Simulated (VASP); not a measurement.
Data:

```
CoTi
1.0
    3.02079     0.00000     0.00000
    0.00000     3.02079     0.00000
    0.00000     0.00000     3.02079
Ti Co
1 1
Direct
  0.00000   0.00000   0.00000
  0.50000   0.50000   0.50000
```

The numbers are results of vdW-DF2, VASP's PBE PAW potentials (set 64) (plane waves; VASP), not measurements. Run with 520 eV cut-off, Gaussian smearing of 0.050 eV, potentials Ti_sv Co.

**Question.** Give the energies of bands 5 to 13 at the high-symmetry points, in eV from the Fermi level.

**Answer.** 
| band | Γ | X | M | R |
|---|---|---|---|---|
| 5 | -7.36 | -3.88 | -4.13 | -2.32 |
| 6 | -3.52 | -3.51 | -3.56 | -2.32 |
| 7 | -3.52 | -2.18 | -2.31 | -2.32 |
| 8 | -1.43 | -1.49 | -2.31 | -1.96 |
| 9 | -1.43 | -1.49 | -0.56 | -1.96 |
| 10 | -1.43 | -1.03 | -0.17 | -1.96 |
| 11 | 0.69 | -0.77 | 0.80 | -0.53 |
| 12 | 0.69 | 0.10 | 0.80 | -0.53 |
| 13 | 2.44 | 0.54 | 1.08 | 2.82 |

It has no gap at this level: it comes out as a metal or semimetal.

The compound is TiCo in the CsCl type structure. It was relaxed first. The run is not spin-polarised, so no magnetic state was tried. The electron count is odd and the run is not spin-polarised, which forces a metal.
